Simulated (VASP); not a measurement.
Sb (a7): the cohesive energy from VASP (plane waves, PAW) at several levels of theory. Atoms are spin-polarised in a large box without symmetry, with the spin fixed by Hund's rule, and may not be in the lowest state of each functional; no zero-point energy is added. Spin-orbit coupling is left out, which shifts such energies by up to tenths of an eV for the heavy elements here.

```csv
level,cohesive energy (eV/atom),error against measurement
LDA,3.73,+35.7 %
PBE,2.72,-1.2 %
```

Measured: 2.75 eV/atom at 0 K (as given by Kittel, Introduction to Solid State Physics (2005); 0 K, 1 atm; zero-point vibration energy not added).

The cell of the LDA run:

Sb is taken in the trigonal space group R-3m, hexagonal axes (No. 166), Pearson symbol hR2. Lattice parameters: a = b = 4.300 Å, c = 10.976 Å, α = β = 90.00°, γ = 120.00°. Sb on 6c has 3 Sb at 2.913 Å and 3 Sb at 3.274 Å (octahedral). (Neighbours: up to the widest gap in distance over summed covalent radii, below 1.35, at either atom.)
(The calculation used a cell of 2 atoms; values per cell refer to that cell.)

Only levels that ran to the end are used. Left out are those held back, those with too coarse a band path, GW runs whose mesh misses a band edge, hybrids' fits of cells that aren't cubic and levels without matching references; a question may draw on a part of the rest.

The compound is Sb in the a7 structure.
